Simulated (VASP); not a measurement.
VASP input:

### KPOINTS
```
Automatic mesh
0
Gamma
9 9 9
0 0 0
```

INCAR:
```
SYSTEM = HfB
PREC = Accurate
ENCUT = 520
EDIFF = 1E-6
NELM = 100
ALGO = Normal
LREAL = .FALSE.
LASPH = .TRUE.
ISMEAR = 1
SIGMA = 0.1
GGA = PE
LMAXMIX = 6
LWAVE = .FALSE.
LCHARG = .FALSE.
ISIF = 2
LSORBIT = .TRUE.
MAGMOM = 0 0 0 0 0 0
GGA_COMPAT = .FALSE.
```

### POSCAR
```
HfB
1
    3.1695210000     0.0000000000     0.0000000000
    0.0000000000     3.1695210000     0.0000000000
    0.0000000000     0.0000000000     3.1695210000
Hf B
1 1
Direct
  0.0000000000   0.0000000000   0.0000000000
  0.5000000000   0.5000000000   0.5000000000
```

POTCAR, in this order: Hf_pv B (PBE.64 set). Program: vasp_std.

Output

standard output:
```
 POSCAR found type information on POSCAR HfB
 POSCAR found :  2 types and       2 ions
 Reading from existing POTCAR

 -----------------------------------------------------------------------------
|                                                                             |
|     EEEEEEE  RRRRRR   RRRRRR   OOOOOOO  RRRRRR      ###     ###     ###     |
|     E        R     R  R     R  O     O  R     R     ###     ###     ###     |
|     E        R     R  R     R  O     O  R     R     ###     ###     ###     |
|     EEEEE    RRRRRR   RRRRRR   O     O  RRRRRR       #       #       #      |
|     E        R   R    R   R    O     O  R   R                               |
|     E        R    R   R    R   O     O  R    R      ###     ###     ###     |
|     EEEEEEE  R     R  R     R  OOOOOOO  R     R     ###     ###     ###     |
|                                                                             |
|     ERROR: Noncollinear calculations require that VASP is compiled          |
|     without the flag -DNGXhalf and-DNGZhalf.                                |
|     You probably tried to run a noncollinear calculation                    |
|     (LNONCOLLINEAR=T) with the executable vasp_std. Use vasp_ncl            |
|     instead!                                                                |
|                                                                             |
|       ---->  I REFUSE TO CONTINUE WITH THIS SICK JOB ... BYE!!! <----       |
|                                                                             |
 -----------------------------------------------------------------------------
```

Read the log: what went wrong, and how is it fixed?

The cause: LSORBIT needs the non-collinear program vasp_ncl. VASP stops with an error: ERROR: Noncollinear calculations require that VASP is compiled without the flag -DNGXhalf and-DNGZhalf. You probably tried to run a noncollinear calculation (LNONCOLLINEAR=T) with the executable vasp_std. Use vasp_ncl instead! ----> I REFUSE TO CONTINUE WITH THIS SICK JOB ... BYE!!! <---- To mend it, run vasp_ncl.

The mended run (PBE GGA with spin-orbit coupling, plane waves, VASP's PBE PAW potentials (set 64)) converges, and its OSZICAR ends with
```
   1 F= -.16626240E+02 E0= -.16626081E+02  d E =-.477890E-03  mag=    -0.0000    -0.0000     0.0000
```

The structure was generated: HfB was put into the CsCl type (Pm-3m), which need not be its known phase. The cell was not relaxed at this level.
